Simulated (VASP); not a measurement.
# RuBr2 (Fm-3m) in VASP: a series of runs

One crystal, RuBr2, is run at these levels: PBEsol+U; tasks: single point.

All numbers are computed with VASP 6.6.1; they aren't measurements. Logs are shortened: lines on timing, memory, paths and dates and some standing lists are left out, and cuts for length are marked.

## 1. Starting point

The structure is cubic, space group Fm-3m (No. 225). Conventional cell: a = 6.327 Å, b = 6.327 Å, c = 6.327 Å, α = 90.00°, β = 90.00°, γ = 90.00°. Around Ru (site symmetry m-3m) lie 8 Br at 2.74 Å. Br (site symmetry -43m) has 4 Ru at 2.74 Å as nearest neighbours.

The cell comes from a database or a generator and needn't be the stable form of this composition.

## 2. Single point, PBEsol+U, collinear spin, ferrimagnetic start

The input, INCAR:

```
PREC = Accurate ; ENCUT = 520
EDIFF = 1E-6 ; ISMEAR = 0
SIGMA = 0.05 ; LREAL = F
LASPH = T ; NELM = 60
ALGO = Fast ; ISIF = 2
LWAVE = F ; LCHARG = F
ISPIN = 2 ; MAGMOM = 1 -0.5 0 0 0 0
LORBIT = 11 ; LMAXMIX = 4
LDAU = T ; LDAUTYPE = 2
LDAUL = 2 -1 ; LDAUU = 6 0
LDAUJ = 0 0 ; LDAUPRINT = 1
GGA = PS
```

The input, KPOINTS:

```
regular mesh
0
Gamma
  5 5 5
```

The input, POSCAR:

```
RuBr2
1.0
    0.0000000000      3.1637246900      3.1637246900
    3.1637246900      0.0000000000      3.1637246900
    6.3274493800      6.3274493800      0.0000000000
Ru Br
2 4
Direct
    0.0000000000      0.0000000000      0.0000000000
    0.0000000000      0.0000000000      0.5000000000
    0.2500000000      0.2500000000      0.1250000000
    0.2500000000      0.2500000000      0.6250000000
    0.7500000000      0.7500000000      0.3750000000
    0.7500000000      0.7500000000      0.8750000000
```

Potentials or basis: VASP PAW PBE potentials, release 64 (Ru_pv, Br).

Launch:

```bash
cat potpaw_PBE.64/Ru_pv/POTCAR potpaw_PBE.64/Br/POTCAR > POTCAR
mpirun -np 1 vasp_std > vasp.out
```

OUTCAR:

```text
PREC = Accurate
   ENCUT = 520
   EDIFF = 1E-6
   ISMEAR = 0
   LREAL = F
   LASPH = T
   NELM = 60
   ISIF = 2
   ISPIN = 2
   LORBIT = 11
   GGA = PS

 ion  position               nearest neighbor table
   1  0.000  0.000  0.000-   6 2.74   6 2.74   4 2.74   5 2.74   3 2.74   3 2.74   3 2.74   6 2.74

   2  0.000  0.000  0.500-   5 2.74   5 2.74   3 2.74   6 2.74   4 2.74   4 2.74   5 2.74   4 2.74

   3  0.250  0.250  0.125-   1 2.74   1 2.74   2 2.74   1 2.74
   4  0.250  0.250  0.625-   2 2.74   2 2.74   1 2.74   2 2.74
   5  0.750  0.750  0.375-   1 2.74   2 2.74   2 2.74   2 2.74
   6  0.750  0.750  0.875-   2 2.74   1 2.74   1 2.74   1 2.74

  LATTYP: Found a trigonal (rhomboedric) cell.
 ALAT       =     7.7495111771
 COS(alpha) =     0.8333333333

  Lattice vectors:

 A1 = (   6.3274493800,   3.1637246900,  -3.1637246900)
 A2 = (   3.1637246900,   3.1637246900,  -6.3274493800)
 A3 = (   3.1637246900,   6.3274493800,  -3.1637246900)

Analysis of symmetry for initial positions (statically):
=====================================================================
 Subroutine PRICEL returns following result:

  LATTYP: Found a face centered cubic cell.
 ALAT       =     6.3274493800

  Lattice vectors:

 A1 = (   0.0000000000,   3.1637246900,   3.1637246900)
 A2 = (   3.1637246900,   0.0000000000,   3.1637246900)
 A3 = (   3.1637246900,   3.1637246900,   0.0000000000)

   2 primitive cells build up your supercell.

 Routine SETGRP: Setting up the symmetry group for a
 trigonal (rhombohedral) supercell.

 Subroutine GETGRP returns: Found 12 space group operations
 (whereof 12 operations were pure point group operations)
 out of a pool of 12 trial point group operations.

The static configuration has the point symmetry D_3d.

Analysis of symmetry for dynamics (positions and initial velocities):
=====================================================================
 Subroutine PRICEL returns following result:

  LATTYP: Found a face centered cubic cell.
 ALAT       =     6.3274493800

  Lattice vectors:

 A1 = (   0.0000000000,   3.1637246900,   3.1637246900)
 A2 = (   3.1637246900,   0.0000000000,   3.1637246900)
 A3 = (   3.1637246900,   3.1637246900,   0.0000000000)

   2 primitive cells build up your supercell.

 Routine SETGRP: Setting up the symmetry group for a
 trigonal (rhombohedral) supercell.

 Subroutine GETGRP returns: Found 12 space group operations
 (whereof 12 operations were pure point group operations)
 out of a pool of 12 trial point group operations.

The dynamic configuration has the point symmetry D_3d.

Analysis of structural, dynamic, and magnetic symmetry:
=====================================================================
 Subroutine PRICEL returns:
 Original cell was already a primitive cell.

 Routine SETGRP: Setting up the symmetry group for a
 trigonal (rhombohedral) supercell.

 Subroutine GETGRP returns: Found 12 space group operations
 (whereof 12 operations were pure point group operations)
 out of a pool of 12 trial point group operations.

The overall configuration has the point symmetry D_3d.

 Subroutine INISYM returns: Found 12 space group operations
 (whereof 12 operations are pure point group operations),
 and found     1 'primitive' translations

[... 167 lines left out ...]
  o =  0.7383  v =  0.7886  0.5544 -0.1225  0.2342  0.0287  0.0000  0.0000  0.0000  0.0000  0.0000      0.0000  0.0000  0.0000  0.0000  0.0000  0.0000  0.0000  0.0000  0.0000  0.0000
  o =  0.7383  v = -0.1848  0.5906  0.0287 -0.7754  0.1225  0.0000  0.0000  0.0000  0.0000  0.0000      0.0000  0.0000  0.0000  0.0000  0.0000  0.0000  0.0000  0.0000  0.0000  0.0000
  o =  0.8345  v =  0.0000  0.0000  0.0000  0.0000  0.0000 -0.0058  0.0190 -0.2243 -0.0249 -0.9740      0.0000  0.0000  0.0000  0.0000  0.0000  0.0000  0.0000  0.0000  0.0000  0.0000
  o =  0.8345  v =  0.0000  0.0000  0.0000  0.0000  0.0000  0.0253  0.0177  0.9740  0.0076 -0.2243      0.0000  0.0000  0.0000  0.0000  0.0000  0.0000  0.0000  0.0000  0.0000  0.0000
  o =  0.8689  v =  0.0089  0.0931  0.0862 -0.0842 -0.9883  0.0000  0.0000  0.0000  0.0000  0.0000      0.0000  0.0000  0.0000  0.0000  0.0000  0.0000  0.0000  0.0000  0.0000  0.0000
  o =  0.8689  v = -0.1024 -0.0435 -0.9883 -0.0589 -0.0862  0.0000  0.0000  0.0000  0.0000  0.0000      0.0000  0.0000  0.0000  0.0000  0.0000  0.0000  0.0000  0.0000  0.0000  0.0000
  o =  0.9122  v = -0.5774  0.5774  0.0000  0.5774  0.0000  0.0000  0.0000  0.0000  0.0000  0.0000      0.0000  0.0000  0.0000  0.0000  0.0000  0.0000  0.0000  0.0000  0.0000  0.0000

atom =   2  type =  1  l = 2

 onsite density matrix

spin component  1

  0.1058 -0.0005  0.0190 -0.0005  0.0000
 -0.0005  0.1058  0.0095  0.0005 -0.0164
  0.0190  0.0095  0.8337  0.0095  0.0000
 -0.0005  0.0005  0.0095  0.1058  0.0164
  0.0000 -0.0164  0.0000  0.0164  0.8337

spin component  2

  0.7976 -0.0573  0.0133 -0.0573 -0.0000
 -0.0573  0.7976  0.0067  0.0573 -0.0115
  0.0133  0.0067  0.8668  0.0067 -0.0000
 -0.0573  0.0573  0.0067  0.7976  0.0115
 -0.0000 -0.0115 -0.0000  0.0115  0.8668

 occupancies and eigenvectors

  o =  0.1046  v =  0.4807  0.8115 -0.0187 -0.3308  0.0257  0.0000  0.0000  0.0000  0.0000  0.0000      0.0000  0.0000  0.0000  0.0000  0.0000  0.0000  0.0000  0.0000  0.0000  0.0000
  o =  0.1046  v = -0.6595  0.0865  0.0257 -0.7460  0.0187  0.0000  0.0000  0.0000  0.0000  0.0000      0.0000  0.0000  0.0000  0.0000  0.0000  0.0000  0.0000  0.0000  0.0000  0.0000
  o =  0.1067  v =  0.5774 -0.5774 -0.0000 -0.5774  0.0000  0.0000  0.0000  0.0000  0.0000  0.0000      0.0000  0.0000  0.0000  0.0000  0.0000  0.0000  0.0000  0.0000  0.0000  0.0000
  o =  0.7383  v =  0.0000  0.0000  0.0000  0.0000  0.0000  0.7911  0.5462 -0.1229  0.2449  0.0270      0.0000  0.0000  0.0000  0.0000  0.0000  0.0000  0.0000  0.0000  0.0000  0.0000
  o =  0.7383  v =  0.0000  0.0000  0.0000  0.0000  0.0000 -0.1740  0.5981  0.0270 -0.7721  0.1229      0.0000  0.0000  0.0000  0.0000  0.0000  0.0000  0.0000  0.0000  0.0000  0.0000
  o =  0.8345  v = -0.0260 -0.0130 -0.9995 -0.0130 -0.0000  0.0000  0.0000  0.0000  0.0000  0.0000      0.0000  0.0000  0.0000  0.0000  0.0000  0.0000  0.0000  0.0000  0.0000  0.0000
  o =  0.8345  v =  0.0000 -0.0225 -0.0000  0.0225  0.9995  0.0000  0.0000  0.0000  0.0000  0.0000      0.0000  0.0000  0.0000  0.0000  0.0000  0.0000  0.0000  0.0000  0.0000  0.0000
  o =  0.8689  v =  0.0000  0.0000  0.0000  0.0000  0.0000  0.1000  0.0295  0.9653  0.0705  0.2289      0.0000  0.0000  0.0000  0.0000  0.0000  0.0000  0.0000  0.0000  0.0000  0.0000
  o =  0.8689  v =  0.0000  0.0000  0.0000  0.0000  0.0000 -0.0237 -0.0984 -0.2289  0.0747  0.9653      0.0000  0.0000  0.0000  0.0000  0.0000  0.0000  0.0000  0.0000  0.0000  0.0000
  o =  0.9122  v =  0.0000  0.0000  0.0000  0.0000  0.0000  0.5774 -0.5774 -0.0000 -0.5774 -0.0000      0.0000  0.0000  0.0000  0.0000  0.0000  0.0000  0.0000  0.0000  0.0000  0.0000

 number of electron      55.9999994 magnetization       0.0001859

 Free energy of the ion-electron system (eV)
  ---------------------------------------------------
  ext. energy  EPLUGINS =         0.00000000
  ---------------------------------------------------
  free energy    TOTEN  =       -15.45778858 eV

  energy without entropy =      -15.45076242  energy(sigma->0) =      -15.45427550

 E-fermi :   5.2887     XC(G=0): -10.5818

 val. band max:        5.2693048312   @ k =   0.2000   0.2000   0.0000
 cond. band min:       5.3056872870   @ k =   0.4000   0.2000   0.0000
 fundamental gap:      0.0363824558
 Fermi energy:         5.2886960701

 spin component 1

 k-point     1 :       0.0000    0.0000    0.0000
  band No.  band energies     occupation
      1     -37.0491      1.00000
      2     -37.0491      1.00000
      3     -37.0384      1.00000
      4     -35.4685      1.00000
      5     -35.4684      1.00000
      6     -35.3238      1.00000
[... 673 lines left out ...]
     32       8.8859      0.00000
     33      10.0226      0.00000
 Fermi energy:         5.2886960701

 spin component 2

 k-point     1 :       0.0000    0.0000    0.0000
  band No.  band energies     occupation
      1     -37.0492      1.00000
      2     -37.0492      1.00000
      3     -37.0384      1.00000
      4     -35.4684      1.00000
      5     -35.4683      1.00000
      6     -35.3237      1.00000
[... 673 lines left out ...]
     32       8.8861      0.00000
     33       9.8722      0.00000

------------------------ aborting loop because EDIFF is reached ----------------------------------------

  FORCE on cell =-STRESS in cart. coord.  units (eV):
  Direction    XX          YY          ZZ          XY          YZ          ZX
  --------------------------------------------------------------------------------------
  -------------------------------------------------------------------------------------
  Total        5.5928793      5.5928793      5.5928793      1.4463451     -1.4463451     -1.4463451
  in kB       70.7440612     70.7440612     70.7440612     18.2947494    -18.2947494    -18.2947494
  external PRESSURE =      70.7440612 kB  Pullay stress =       0.0000000 kB

 VOLUME and BASIS-vectors are now :
 -----------------------------------------------------------------------------
  energy-cutoff  :      520.00
  volume of cell :      126.66
      direct lattice vectors                 reciprocal lattice vectors
     0.000000000  3.163724690  3.163724690    -0.158041565  0.158041565  0.158041565
     3.163724690  0.000000000  3.163724690     0.158041565 -0.158041565  0.158041565
     6.327449380  6.327449380  0.000000000     0.079020782  0.079020782 -0.079020782

 POSITION                                       TOTAL-FORCE (eV/Angst)
 -----------------------------------------------------------------------------------
      0.00000      0.00000      0.00000         0.000000      0.000000     -0.000000
      3.16372      3.16372      0.00000         0.000000      0.000000     -0.000000
      1.58186      1.58186      1.58186        -0.302849     -0.302849      0.302849
      4.74559      4.74559      1.58186        -0.302916     -0.302916      0.302916
      4.74559      4.74559      4.74559         0.302916      0.302916     -0.302916
      7.90931      7.90931      4.74559         0.302849      0.302849     -0.302849
 -----------------------------------------------------------------------------------
    total drift:                               -0.000000      0.000000      0.000000

  FREE ENERGIE OF THE ION-ELECTRON SYSTEM (eV)
  ---------------------------------------------------
  free  energy   TOTEN  =       -15.4577885782 eV

  energy  without entropy=      -15.4507624199  energy(sigma->0) =      -15.45427550

 total charge

# of ion       s       p       d       tot
------------------------------------------
    1        0.195   6.121   6.067  12.383
    2        0.195   6.121   6.067  12.383
    3        1.625   3.182   0.045   4.852
    4        1.625   3.182   0.045   4.852
    5        1.625   3.182   0.045   4.852
    6        1.625   3.182   0.045   4.852
--------------------------------------------------
tot          6.890  24.971  12.315  44.176

 magnetization (x)

# of ion       s       p       d       tot
------------------------------------------
    1        0.013   0.014   2.132   2.158
    2       -0.013  -0.014  -2.132  -2.158
    3        0.001  -0.118   0.002  -0.115
    4       -0.001   0.118  -0.002   0.116
    5       -0.001   0.118  -0.002   0.116
    6        0.001  -0.118   0.002  -0.115
--------------------------------------------------
tot          0.000   0.000   0.000   0.000
```

It took 6.1 min on 1 thread of Intel Xeon Platinum 8259CL at 2.50GHz (Skylake/Cascade Lake), shared host; peak memory 0.41 GiB.

The run converged, but a check on its numbers failed (symmetry, net force, bounds or a known fault of this set-up), so they aren't taken as properties of the crystal.

Caveat: the result breaks the symmetry of the cell; the PAW data sets were made with another functional, which shifts forces and pressure a little.

[end of part 1 of 2]
